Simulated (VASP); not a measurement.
Input:

```
CELL_PARAMETERS angstrom
      4.04896     0.00000     0.00000
      0.00000     4.04896     0.00000
      0.00000     0.00000     5.04800
ATOMIC_POSITIONS crystal
  Pb 0.50000 0.00000 0.76404
  Pb 0.00000 0.50000 0.23596
  O  0.50000 0.50000 0.00000
  O  0.00000 0.00000 0.00000
```

Method: optB88-vdW, VASP's PBE PAW potentials (set 64) (plane waves; VASP). Settings: 580 eV cut-off, 5×5×4 Γ-centred mesh, Gaussian smearing of 0.050 eV, potentials Pb_d O.

Question: Estimate the energy per atom (σ→0).

Answer: 
```json
{
  "energy per atom (σ→0)": "-3014 meV/atom"
}
```

The absolute energy has meaning only against runs of the same code, potentials and settings.

The compound is PbO in the litharge structure. It was relaxed first. The start is the result of an earlier pass.
